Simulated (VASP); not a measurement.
VASP input:

### POSCAR
```
CdTe
1.0
  4.2442850000   0.0000000000   0.0000000000
  0.0000000000   5.0138540000   0.0000000000
  0.0000000000   0.0000000000  17.1228370000
Cd Te
2 2
direct
  0.7500000000   0.8723000000   0.5911890000
  0.2500000000   0.3723000000   0.4088110000
  0.2500000000   0.5023000000   0.5709400000
  0.7500000000   0.0023000000   0.4290600000
```

INCAR:
```
SYSTEM = CdTe
PREC = Accurate
ENCUT = 300
EDIFF = 1E-6
NELM = 100
ALGO = Normal
LREAL = .FALSE.
LASPH = .TRUE.
ISMEAR = 0
SIGMA = 0.05
GGA = PE
LMAXMIX = 4
LWAVE = .FALSE.
LCHARG = .FALSE.
ISIF = 2
LSORBIT = .TRUE.
LNONCOLLINEAR = .TRUE.
MAGMOM = 0.0 0.0 0.0 0.0 0.0 0.0 0.0 0.0 0.0 0.0 0.0 0.0
GGA_COMPAT = .FALSE.
LORBIT = 11
```

### KPOINTS
```
Automatic mesh
0
Gamma
3 3 1
0 0 0
```

POTCAR, in this order: Cd Te (PBE.64 set). Program: vasp_ncl.

Write an equivalent input for Quantum ESPRESSO's pw.x.

One equivalent input (not run):
```
&CONTROL
  calculation = 'scf'
  pseudo_dir = './pseudo'
  outdir = './out'
  tprnfor = .true.
  tstress = .true.
/
&SYSTEM
  ibrav = 0
  nat = 4
  ntyp = 2
  ecutwfc = 102
  occupations = 'smearing'
  smearing = 'gaussian'
  degauss = 0.003675
  input_dft = 'pbe'
  noncolin = .true.
  lspinorb = .true.
/
&ELECTRONS
  conv_thr = 7.3e-08
  electron_maxstep = 100
/
ATOMIC_SPECIES
  Cd 112.414 Cd.upf
  Te 127.600 Te.upf
CELL_PARAMETERS angstrom
     4.2442850    0.0000000    0.0000000
     0.0000000    5.0138540    0.0000000
     0.0000000    0.0000000   17.1228370
ATOMIC_POSITIONS crystal
  Cd   0.7500000  0.8723000  0.5911890
  Cd   0.2500000  0.3723000  0.4088110
  Te   0.2500000  0.5023000  0.5709400
  Te   0.7500000  0.0023000  0.4290600
K_POINTS automatic
  3 3 1 0 0 0
```
Limits of the translation: the potentials are each code's own (VASP's PAW set, PseudoDojo norm-conserving files, fully relativistic, in pw.x), so ENCUT and ecutwfc are chosen apart and not converted; conv_thr bounds pw.x's estimated SCF error, while EDIFF bounds the energy change between steps.

The cell is a sheet with vacuum, built from a generated structure.
